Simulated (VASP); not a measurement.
Output of a VASP run:

OUTCAR:
```
 ion  position               nearest neighbor table
   1  0.990  0.750  0.184-   6 2.58   6 2.58   7 2.59   7 2.59   8 2.64   5 2.84   2 2.91   2 2.91
                             4 3.25   4 3.25
   2  0.010  0.250  0.816-   5 2.58   5 2.58   8 2.59   8 2.59   7 2.64   6 2.84   1 2.91   1 2.91
                             3 3.25   3 3.25
   3  0.510  0.250  0.684-   8 2.58   8 2.58   5 2.59   5 2.59   6 2.64   7 2.84   4 2.91   4 2.91
                             2 3.25   2 3.25
   4  0.490  0.750  0.316-   7 2.58   7 2.58   6 2.59   6 2.59   5 2.64   8 2.84   3 2.91   3 2.91
                             1 3.25   1 3.25
   5  0.805  0.750  0.590-   2 2.58   2 2.58   3 2.59   3 2.59   4 2.64   1 2.84
   6  0.195  0.250  0.410-   1 2.58   1 2.58   4 2.59   4 2.59   3 2.64   2 2.84
   7  0.695  0.250  0.090-   4 2.58   4 2.58   1 2.59   1 2.59   2 2.64   3 2.84
   8  0.305  0.750  0.910-   3 2.58   3 2.58   2 2.59   2 2.59   1 2.64   4 2.84
  LATTYP: Found a simple orthorhombic cell.
 ALAT       =     3.4210000000
 B/A-ratio  =     1.8319204911
 C/A-ratio  =     1.8699210757
 Subroutine PRICEL returns:
 Original cell was already a primitive cell.
 Subroutine GETGRP returns: Found  8 space group operations
The static configuration has the point symmetry S_2 .
 The point group associated with its full space group is D_2h.
The dynamic configuration has the point symmetry S_2 .
 Subroutine INISYM returns: Found  8 space group operations
 Subroutine IBZKPT returns following result:
 Found     12 irreducible k-points:

 Following reciprocal coordinates:
            Coordinates               Weight
  0.000000  0.000000  0.000000      1.000000
  0.333333  0.000000  0.000000      2.000000
  0.000000  0.200000  0.000000      2.000000
  0.333333  0.200000  0.000000      4.000000
  0.000000  0.400000  0.000000      2.000000
  0.333333  0.400000  0.000000      4.000000
  0.000000  0.000000  0.333333      2.000000
  0.333333  0.000000  0.333333      4.000000
  0.000000  0.200000  0.333333      4.000000
  0.333333  0.200000  0.333333      8.000000
  0.000000  0.400000  0.333333      4.000000
  0.333333  0.400000  0.333333      8.000000
   k-points           NKPTS =     12   k-points in BZ     NKDIM =     12   number of bands    NBANDS=     57
   number of dos      NEDOS =    301   number of ions     NIONS =      8
   total plane-waves  NPLWV =  25920
   dimension x,y,z NGX =    36 NGY =   20 NGZ =   36
   dimension x,y,z NGXF=    72 NGYF=   40 NGZF=   72
   ions per type =               4   4
   PREC   = accura    normal or accurate (medium, high low for compatibility)
   ISTART =      0    job   : 0-new  1-cont  2-samecut
   ICHARG =      2    charge: 1-file 2-atom 10-const
   ISPIN  =      1    spin polarized calculation?
   LNONCOLLINEAR =      F non collinear calculations
   LSORBIT =      F    spin-orbit coupling
   INIWAV =      1    electr: 0-lowe 1-rand  2-diag
   ENCUT  =  300.0 eV  22.05 Ry    4.70 a.u.   8.85  4.83  9.03*2*pi/ulx,y,z
   NELM   =    100;   NELMIN=  2; NELMDL= -5     # of ELM steps
   EDIFF  = 0.1E-05   stopping-criterion for ELM
   LREAL  =      F    real-space projection
   NLSPLINE    = F    spline interpolate recip. space projectors
   LMAXMIX     =    6 max onsite mixed and CHGCAR
   VOSKOWN=      0    Vosko Wilk Nusair interpolation
   EDIFFG = -.1E-01   stopping-criterion for IOM
   NSW    =     50    number of steps for IOM
   NBLOCK =      1;   KBLOCK =     50    inner block; outer block
   IBRION =      2    ionic relax: 0-MD 1-quasi-New 2-CG
   NFREE  =      1    steps in history (QN), initial steepest desc. (CG)
   ISIF   =      3    stress and relaxation
   ISYM   =      2    0-nonsym 1-usesym 2-fastsym
   TEIN   =    0.0    initial temperature
   TEBEG  =    0.0;   TEEND  =   0.0 temperature during run
   SMASS  =  -3.00    Nose mass-parameter (am)
   PSTRESS=    0.0 pullay stress
   NELECT =      96.0000    total number of electrons
   EFERMI =   0.00;   METHOD = LEGACY
   ISMEAR =     0;   SIGMA  =   0.10  broadening in eV -4-tet -1-fermi 0-gaus
   IALGO  =     38    algorithm
   LDIAG  =      T    sub-space diagonalisation (order eigenvalues)
   IMIX   =      4    mixing-type and parameters
     AMIX     =   0.40;   BMIX     =  1.00
     AMIX_MAG =   1.60;   BMIX_MAG =  1.00
...
```

File OSZICAR:
```
...
DAV:   2    -0.343406000092E+02    0.12832E+00   -0.59289E-01  1547   0.624E+00    0.105E+00
DAV:   3    -0.343235231582E+02    0.17077E-01   -0.67789E-02  2030   0.150E+00    0.648E-01
DAV:   4    -0.343180617726E+02    0.54614E-02   -0.14598E-02  1928   0.890E-01    0.219E-01
DAV:   5    -0.343174817261E+02    0.58005E-03   -0.58008E-03  1509   0.617E-01    0.617E-02
DAV:   6    -0.343174913494E+02   -0.96233E-05   -0.31698E-04  1868   0.981E-02    0.514E-02
DAV:   7    -0.343174662761E+02    0.25073E-04   -0.11497E-04  1560   0.686E-02    0.781E-03
DAV:   8    -0.343174667062E+02   -0.43017E-06   -0.88958E-06  1587   0.152E-02
  10 F= -.34317467E+02 E0= -.34312912E+02  d E =-.837328E-02
       N       E                     dE             d eps       ncg     rms          rms(c)
DAV:   1    -0.343182334635E+02   -0.76719E-03   -0.36615E-02  1619   0.109E+00    0.171E-01
DAV:   2    -0.343176337398E+02    0.59972E-03   -0.24489E-03  1529   0.408E-01    0.738E-02
DAV:   3    -0.343175483715E+02    0.85368E-04   -0.29942E-04  2004   0.106E-01    0.452E-02
DAV:   4    -0.343175230213E+02    0.25350E-04   -0.65679E-05  1986   0.537E-02    0.143E-02
DAV:   5    -0.343175205419E+02    0.24795E-05   -0.28414E-05  1450   0.378E-02    0.562E-03
DAV:   6    -0.343175204858E+02    0.56054E-07   -0.92747E-07   795   0.630E-03
  11 F= -.34317520E+02 E0= -.34312985E+02  d E =-.842706E-02
       N       E                     dE             d eps       ncg     rms          rms(c)
DAV:   1    -0.343219426114E+02   -0.44221E-02   -0.31291E-01  1572   0.293E+00    0.412E-01
DAV:   2    -0.343189394159E+02    0.30032E-02   -0.17093E-02  1640   0.106E+00    0.190E-01
DAV:   3    -0.343183896456E+02    0.54977E-03   -0.21084E-03  2021   0.271E-01    0.111E-01
DAV:   4    -0.343182294309E+02    0.16021E-03   -0.40452E-04  1969   0.143E-01    0.340E-02
DAV:   5    -0.343182163043E+02    0.13127E-04   -0.15236E-04  1431   0.963E-02    0.958E-03
DAV:   6    -0.343182172207E+02   -0.91644E-06   -0.10507E-05  1714   0.183E-02    0.102E-02
DAV:   7    -0.343182161560E+02    0.10647E-05   -0.49656E-06  1174   0.137E-02    0.132E-03
DAV:   8    -0.343182161623E+02   -0.62955E-08   -0.24621E-07   747   0.333E-03
  12 F= -.34318216E+02 E0= -.34313644E+02  d E =-.695676E-03
       N       E                     dE             d eps       ncg     rms          rms(c)
DAV:   1    -0.343182324778E+02   -0.16322E-04   -0.11158E-03  1574   0.174E-01    0.249E-02
DAV:   2    -0.343182214870E+02    0.10991E-04   -0.61691E-05  1620   0.635E-02    0.114E-02
DAV:   3    -0.343182195389E+02    0.19481E-05   -0.76939E-06  1695   0.164E-02    0.655E-03
DAV:   4    -0.343182189375E+02    0.60146E-06   -0.11542E-06   794   0.873E-03
  13 F= -.34318219E+02 E0= -.34313643E+02  d E =-.698452E-03
       N       E                     dE             d eps       ncg     rms          rms(c)
DAV:   1    -0.343188676240E+02   -0.64809E-03   -0.22413E-02  1549   0.845E-01    0.151E-01
DAV:   2    -0.343184325597E+02    0.43506E-03   -0.16002E-03  1557   0.369E-01    0.741E-02
DAV:   3    -0.343183102496E+02    0.12231E-03   -0.26621E-04  2025   0.104E-01    0.356E-02
DAV:   4    -0.343182919401E+02    0.18310E-04   -0.60902E-05  1613   0.485E-02    0.105E-02
DAV:   5    -0.343182911259E+02    0.81420E-06   -0.17930E-05  1395   0.302E-02    0.486E-03
DAV:   6    -0.343182910941E+02    0.31761E-07   -0.67307E-07   743   0.635E-03
  14 F= -.34318291E+02 E0= -.34313782E+02  d E =-.721566E-04
```

OUTCAR:
```
------------------------ aborting loop because EDIFF is reached ----------------------------------------
  FORCE on cell =-STRESS in cart. coord.  units (eV):
  Direction    XX          YY          ZZ          XY          YZ          ZX
  --------------------------------------------------------------------------------------
  Total        0.0250937      0.0741787      0.0166337      0.0000000      0.0000000      0.0000000
  in kB        0.2979816      0.8808547      0.1975209      0.0000000      0.0000000      0.0000000
  external PRESSURE =       0.4587857 kB  Pullay stress =       0.0000000 kB
  volume of cell :      134.92
      direct lattice vectors                 reciprocal lattice vectors
     6.161047158  0.000000000  0.000000000     0.162310071  0.000000000  0.000000000
    -0.000000000  3.538245633  0.000000000    -0.000000000  0.282625941  0.000000000
     0.000000000  0.000000000  6.189318519     0.000000000  0.000000000  0.161568676
 POSITION                                       TOTAL-FORCE (eV/Angst)
 -----------------------------------------------------------------------------------
      6.09937      2.65368      1.14204        -0.000176     -0.000000     -0.007093
      0.06167      0.88456      5.04728         0.000176      0.000000      0.007093
      3.14220      0.88456      4.23670         0.000176      0.000000     -0.007093
      3.01885      2.65368      1.95262        -0.000176     -0.000000      0.007093
      5.06927      2.65368      3.55492         0.000982      0.000000      0.007073
      1.09178      0.88456      2.63440        -0.000982     -0.000000     -0.007073
      4.17230      0.88456      0.46026        -0.000982     -0.000000      0.007073
      1.98875      2.65368      5.72906         0.000982      0.000000     -0.007073
 -----------------------------------------------------------------------------------
    total drift:                                0.000000     -0.000000      0.000000
  FREE ENERGIE OF THE ION-ELECTRON SYSTEM (eV)
  ---------------------------------------------------
  free  energy   TOTEN  =       -34.3182910941 eV

  energy  without entropy=      -34.3092723423  energy(sigma->0) =      -34.31378172

 reached required accuracy - stopping structural energy minimisation
```
(Selected blocks of OUTCAR.)

File POSCAR:
```
GaAu
1
    6.2670000000     0.0000000000     0.0000000000
    0.0000000000     3.4210000000     0.0000000000
    0.0000000000     0.0000000000     6.3970000000
Au Ga
4 4
Direct
  0.9900000000   0.7500000000   0.1840000000
  0.0100000000   0.2500000000   0.8160000000
  0.5100000000   0.2500000000   0.6840000000
  0.4900000000   0.7500000000   0.3160000000
  0.8050000000   0.7500000000   0.5900000000
  0.1950000000   0.2500000000   0.4100000000
  0.6950000000   0.2500000000   0.0900000000
  0.3050000000   0.7500000000   0.9100000000
```

Q: Reconstruct the remaining input files.

A: This is not unique; one that fits is the input of the run itself, LDA (Ceperley-Alder, Perdew-Zunger), plane waves, VASP's LDA PAW potentials (set 64).

KPOINTS:
```
Regular mesh
0
gamma
3 5 3
```

INCAR:
```
ALGO = Normal   # blocked Davidson
ISIF = 3
SYSTEM = GaAu
LMAXMIX = 6   # l cut-off of mixed one-centre charges
SIGMA = 0.1
ISMEAR = 0   # Gaussian
ENCUT = 300   # plane-wave cut-off (eV)
LASPH = .TRUE.   # aspherical one-centre terms
NSW = 50   # most ionic steps
EDIFFG = -0.01   # ionic stop
EDIFF = 1E-6   # SCF stop (eV)
LWAVE = .FALSE.
IBRION = 2
LREAL = .FALSE.
PREC = Accurate
NELM = 100
LCHARG = .FALSE.
```

POTCAR, in this order: Au Ga_d (LDA.64 set). Program: vasp_std.

At this cut-off the stress carries a Pulay error, which pulls relaxed volumes low.

The structure comes from a measured GaAu entry of the Crystallography Open Database, whose conditions weren't checked. This run relaxes it. Symmetry was kept, so distortions that lower it aren't found. The k-mesh is coarse (spacing up to 0.36 per Å, 2π included), so the numbers may not be converged in it. The run is one of a series of settings (EDIFFG = -0.01, IBRION = 2, ISIF = 3, NSW = 50 against the base run), some of them coarse on purpose.
